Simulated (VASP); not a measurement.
```
Al3Ni2
1.0
    2.01829    -3.49579     0.00000
    2.01829     3.49579     0.00000
    0.00000     0.00000     4.91811
Al Ni
3 2
Direct
  0.00000   0.00000   0.00000
  0.33333   0.66667   0.64749
  0.66667   0.33333   0.35251
  0.33333   0.66667   0.14678
  0.66667   0.33333   0.85322
```

The numbers are results of PBE GGA, VASP's PBE PAW potentials (set 64) (plane waves; VASP), not measurements. Numerical set-up: 400 eV cut-off, 10×10×7 Γ-centred mesh, tetrahedra with Blöchl corrections, potentials Al Ni.

The cores are frozen, which limits the accuracy of field gradients.

Q: Give the principal components of the electric field gradient (V/Å²) and the asymmetry η at each nucleus.

A: 
```tsv
atom	Vxx	Vyy	Vzz	η
Al1	-22.4	-22.4	44.9	0.00
Al2	12.9	12.9	-25.9	0.00
Al3	12.9	12.9	-25.9	0.00
Ni4	1.6	1.6	-3.3	0.00
Ni5	1.6	1.6	-3.3	0.00
```

The compound is Al3Ni2 in the sg164 structure. It was relaxed first. The run is not spin-polarised, so no magnetic state was tried.
